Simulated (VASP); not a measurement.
Data:

```
CELL_PARAMETERS angstrom
      1.27414    -2.20687     0.00000
      1.27414     2.20687     0.00000
      0.00000     0.00000     4.21351
ATOMIC_POSITIONS crystal
  B  0.66667 0.33333 0.50018
  B  0.33333 0.66667 0.00018
  N  0.66667 0.33333 0.87482
  N  0.33333 0.66667 0.37482
```

These are PBE GGA with D3 dispersion (zero damping), VASP's PBE PAW potentials (set 64) (plane waves; VASP 6.6.1) values and carry that method's errors. Settings: 520 eV cut-off, Gaussian smearing of 0.050 eV, potentials B N.

**Question.** What does the run give for the band gap (along the path) with the smallest direct gap where there is one?

**Answer.** 
The band gap (along the path) is 5.20 eV and the smallest direct gap (along the path) is 8.27 eV.

The absolute energy has meaning only against runs of the same code, potentials and settings.

The compound is BN in the wurtzite structure, a metastable high-pressure form. It was relaxed first.
